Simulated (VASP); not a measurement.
Set up this calculation in VASP 6.6.1, as the native input.

| Property | Result |
| --- | --- |
| Task | relaxation of cell and atoms |
| Functional | PBE |
| Potentials or basis | VASP PAW PBE potentials, release 64 (Sr_sv, B, Rh_pv) |
| Cutoff | 600 eV |
| k mesh | 8 × 8 × 7 |
| Occupations | methfessel-paxton, width 0.2 eV |
| Spin | no spin polarisation |
| Further INCAR settings | ALGO = Normal; EDIFF = 1e-06; IBRION = 2; EDIFFG = -0.01; NSW = 40; ISIF = 3 |

The structure of SrBRh lies in POSCAR:

```
SrBRh
1.0
    3.8347502600      0.0000000000      0.0000000000
   -1.9173751300      3.3209911500      0.0000000000
    0.0000000000      0.0000000000      3.8307234400
Sr B Rh
1 1 1
Direct
    0.6666666700      0.3333333300      0.5000000000
    0.3333333300      0.6666666700      0.0000000000
    0.0000000000      0.0000000000      0.0000000000
```

The cell was built by a generator and needn't be a form met in nature.

One way to write it, as run:

INCAR

```
ALGO = Normal
EDIFF = 1E-6
EDIFFG = -0.01
ENCUT = 600
GGA = PE
IBRION = 2
ISIF = 3
ISMEAR = 1
LASPH = True
LCHARG = False
LREAL = False
LWAVE = False
NELM = 60
NSW = 40
PREC = Accurate
SIGMA = 0.2
```

KPOINTS

```
k-points
0
Gamma
  8 8 7
```

Potentials or basis: VASP PAW PBE potentials, release 64 (Sr_sv, B, Rh_pv).

Run with:

```bash
$ cat potpaw_PBE.64/Sr_sv/POTCAR potpaw_PBE.64/B/POTCAR potpaw_PBE.64/Rh_pv/POTCAR > POTCAR
$ mpirun -np 1 vasp_std > vasp.out
```

Results of the run:

```json
{
 "Relaxed volume": "18.56 Å³/atom",
 "Relaxed cell": "a = 3.658 Å, b = 3.658 Å, c = 4.806 Å, α = 90.00°, β = 90.00°, γ = 120.00°",
 "Space group after relaxing (to 0.05 Å)": "P-6m2 (No. 187)",
 "Energy gained by relaxing": "316.9 meV/atom",
 "Ionic steps": "8",
 "Pressure after relaxing": "0.0 GPa",
 "Band gap on the k mesh": "none (metal or under the smearing width)"
}
```

It took 2.8 min on 1 thread of Intel(R) Xeon(R) Platinum 8375C CPU @ 2.90GHz (Ice Lake), on a shared host, peak memory 0.22 GiB.
